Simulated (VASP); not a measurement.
Method: LDA (Ceperley-Alder, Perdew-Zunger), VASP's LDA PAW potentials (set 64) (plane waves; VASP).

Input for VASP

INCAR:
```
ALGO=Normal
EDIFF=1E-6
ENCUT=300
ISIF=2
ISMEAR=0
LASPH=.TRUE.
LCHARG=.FALSE.
LREAL=.FALSE.
LWAVE=.FALSE.
NELM=100
PREC=Accurate
SIGMA=0.01
SYSTEM=NaCl
```

POSCAR:
```
NaCl
1.0
  0.0000000000   2.8566520000   2.8566520000
  2.8566520000   0.0000000000   2.8566520000
  2.8566520000   2.8566520000   0.0000000000
Na Cl
1 1
Cartesian
  0.0000000000   0.0000000000   0.0000000000
  2.8566520000   2.8566520000   2.8566520000
```

KPOINTS:
```
Automatic mesh
0
Gamma
10 10 10
0 0 0
```

POTCAR, in this order: Na_pv Cl (LDA.64 set). Program: vasp_std.

At this cut-off the stress carries a Pulay error, which pulls relaxed volumes low.

Task: Estimate the energy per atom (σ→0), pressure, band gap (on the k-mesh).

Result: 
```
Quantity                          Result
------------------------  --------------
energy per atom (σ→0)     -3.662 eV/atom
band gap (on the k-mesh)         4.56 eV
pressure                       -3.36 GPa
```

File OSZICAR:
```
...
DAV:   5    -0.753263725443E+01   -0.20210E-02   -0.20209E-02  1270   0.134E+00    0.205E+00
DAV:   6    -0.734769717977E+01    0.18494E+00   -0.36007E-01  1178   0.407E+00    0.153E+00
DAV:   7    -0.732674264881E+01    0.20955E-01   -0.59240E-02  1433   0.164E+00    0.962E-01
DAV:   8    -0.732480800378E+01    0.19346E-02   -0.48495E-03  1184   0.781E-01    0.239E-01
DAV:   9    -0.732474383402E+01    0.64170E-04   -0.16821E-04  1184   0.115E-01    0.125E-01
DAV:  10    -0.732475362896E+01   -0.97949E-05   -0.79331E-05  1233   0.745E-02    0.786E-03
DAV:  11    -0.732475318439E+01    0.44457E-06   -0.24793E-06  1118   0.179E-02
   1 F= -.73247532E+01 E0= -.73247532E+01  d E =-.656638E-13
```

The structure comes from a computed database's NaCl entry; how it stands against other phases isn't given here. The cell was not relaxed at this level.
